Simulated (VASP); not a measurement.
**In$_{2}$SrTe$_{4}$ (space group I4/m): computed properties**

The numbers are results of LDA (Ceperley-Alder, Perdew-Zunger), VASP's LDA PAW potentials (set 64) (plane waves; VASP), not measurements.

```yaml
space_group: I4/m (87)
cell: a = b = 8.321 Å, c = 6.899 Å, α = β = γ = 90.00°
volume_per_atom: 34.12 Å³/atom
band gap (over mesh and band path): 0.69 eV
smallest direct gap (over mesh and band path): 1.38 eV
band_edge_character: indirect, Γ to M
density: 5.75 g/cm³
mean ε∞ (independent particles): 11.90
```

```xyz
7
Lattice="-4.1603 4.1603 3.4497 4.1603 -4.1603 3.4497 4.1603 4.1603 -3.4497" Properties=species:S:1:pos:R:3 pbc="T T T"
Sr     0.0000     0.0000     3.4497
In     4.1603     0.0000     1.7249
In     0.0000     4.1603     1.7249
Te    -1.7239     2.7889     3.4497
Te     5.8841     1.3714     0.0000
Te     1.3714     2.4364     0.0000
Te     2.7889     1.7239     3.4497
```

Unless said otherwise, spin-orbit coupling is left out, though it shifts the bands of the heavy elements here.

The structure comes from a computed database's In2SrTe4 entry (I4/m); how it stands against other phases isn't given here. It was relaxed first, which changed the volume by -15 %. Symmetry was kept, so distortions that lower it aren't found.
